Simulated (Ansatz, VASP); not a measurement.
# Two plane-wave programs on MgBe2S3

```
Mg Be S
1.0
     5.28010    0.00000    0.00000
    -2.64005    4.57270    0.00000
     0.00000    0.00000    4.23111
Mg Be S
1 2 3
Direct
  0.00000 0.00000 0.00000
  0.33333 0.66667 0.00000
  0.66667 0.33333 0.00000
  0.50000 0.00000 0.50000
  0.00000 0.50000 0.50000
  0.50000 0.50000 0.50000
```

Change from the starting cell: species swapped into the TbCu2Ni3 type (P6/mmm, No. 191).

Alike in both runs: task single point; functional PBE; k mesh 6 × 6 × 4; occupations gaussian, width 0.1 eV; no spin polarisation.

```csv
,VASP,Ansatz
version,VASP 6.6.1,Ansatz 0.2.0
potentials or method,"VASP PAW PBE potentials, release 64 (Mg, Be, S)","scalar-relativistic, plane waves, PAW"
plane-wave cutoff (eV),520,420
valence electrons in the cell,24,32
```

|  | VASP | Ansatz | Ansatz less VASP |
| --- | --- | --- | --- |
| gap on the k mesh at the Fermi level (eV) | none | none | - |
| pressure (GPa) | -3.8 | -3.7 | +0.06 |
| largest component of the traceless stress (GPa) | 5.02 | 5.06 | +0.034 |

A gap of «none» marks a metal or a gap that the smearing closes. With one functional, cell and mesh, what is left measures potentials, basis and numerics. The two sets of potentials don't hold the same shells in valence.

Caveats: the k mesh is coarse (spacing up to 0.37 Å⁻¹), so the values aren't converged.
